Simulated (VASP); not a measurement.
Here is the system:

```
CELL_PARAMETERS angstrom
      8.07153     0.00000     0.00000
      0.00000     8.07153     0.00000
      0.00000     0.00000     8.07153
ATOMIC_POSITIONS crystal
  Al 0.50000 0.00000 0.00000
  Al 0.75000 0.25000 0.00000
  Al 0.75000 0.00000 0.25000
  Al 0.00000 0.00000 0.00000
  Al 0.25000 0.25000 0.00000
  Al 0.50000 0.50000 0.00000
  Al 0.75000 0.75000 0.00000
  Al 0.25000 0.00000 0.25000
  Al 0.50375 0.25581 0.24794
  Al 0.74973 0.49604 0.25497
  Al 0.50000 0.00000 0.50000
  Al 0.75118 0.24432 0.50401
  Al 0.75000 0.00000 0.75000
  Al 0.00000 0.50000 0.00000
  Al 0.25000 0.75000 0.00000
  Al 0.00000 0.25000 0.25000
  Al 0.25252 0.49430 0.25222
  Al 0.49900 0.75497 0.25550
  Al 0.00000 0.00000 0.50000
  Al 0.25108 0.24792 0.49970
  Al 0.75448 0.74798 0.50235
  Al 0.25000 0.00000 0.75000
  Al 0.50120 0.25543 0.75575
  Al 0.75420 0.50525 0.75104
  Al 0.00000 0.75000 0.25000
  Al 0.00000 0.50000 0.50000
  Al 0.24982 0.74782 0.49552
  Al 0.00000 0.25000 0.75000
  Al 0.24786 0.49513 0.74654
  Al 0.50203 0.74621 0.74533
  Al 0.00000 0.75000 0.75000
  Sc 0.49930 0.50284 0.50160
```

Level of theory: PBE GGA, VASP's PBE PAW potentials (set 64) (plane waves; VASP 6.6.1). Run with PREC = Normal, LREAL = Auto, ISYM = 0, EDIFF = 1E-5, 400 eV cut-off, 3×3×3 Γ-centred mesh, first-order Methfessel-Paxton smearing of 0.10 eV, potentials Al Sc_sv.

**Question.** The ions are relaxed. What does this cell relax into?

**Answer.** 
```
CELL_PARAMETERS angstrom
      8.07153     0.00000     0.00000
      0.00000     8.07153     0.00000
      0.00000     0.00000     8.07153
ATOMIC_POSITIONS crystal
  Al 0.50030 0.99979 0.00042
  Al 0.75260 0.24850 0.00040
  Al 0.75231 0.99991 0.24868
  Al 0.00035 0.99984 0.00026
  Al 0.24842 0.24820 0.00026
  Al 0.50038 0.50085 0.00047
  Al 0.75187 0.75195 0.00058
  Al 0.24873 0.99968 0.24811
  Al 0.50096 0.24599 0.24597
  Al 0.75455 0.49974 0.24650
  Al 0.50038 0.00038 0.50060
  Al 0.75442 0.24538 0.50120
  Al 0.75199 0.99955 0.75267
  Al 0.00064 0.49976 0.00036
  Al 0.24876 0.75153 0.00027
  Al 0.00043 0.24764 0.24879
  Al 0.24674 0.49924 0.24627
  Al 0.50046 0.75430 0.24716
  Al 0.00063 0.99938 0.50014
  Al 0.24675 0.24541 0.50023
  Al 0.75479 0.75389 0.50042
  Al 0.24875 0.99987 0.75189
  Al 0.50072 0.24648 0.75537
  Al 0.75492 0.50047 0.75462
  Al 0.00060 0.75136 0.24809
  Al 0.00037 0.49916 0.50012
  Al 0.24627 0.75336 0.49976
  Al 0.00050 0.24747 0.75210
  Al 0.24613 0.49950 0.75410
  Al 0.50005 0.75410 0.75390
  Al 0.00063 0.75183 0.75219
  Sc 0.50077 0.49952 0.50054
```

**Question.** How much energy does the relaxation gain?

**Answer.** The energy (σ→0) changes by -5.8 meV/atom, in 8 ionic steps.

```
step  E(σ→0) (eV)  max force (eV/Å)  pressure (GPa)  volume (Å³)
----  -----------  ----------------  --------------  -----------
1       -123.6908             0.667            1.62       525.86
2       -123.7896             0.405            1.55       525.86
3       -123.8537             0.326            1.53       525.86
4       -123.8695             0.131            1.52       525.86
5       -123.8736             0.067            1.52       525.86
6       -123.8763             0.038            1.51       525.86
7       -123.8772             0.036            1.50       525.86
8       -123.8780             0.019            1.50       525.86
```

The cell is a supercell with a defect, built from Al (fcc): Sc_Al. The run is not spin-polarised, so no state with unpaired spins was tried.
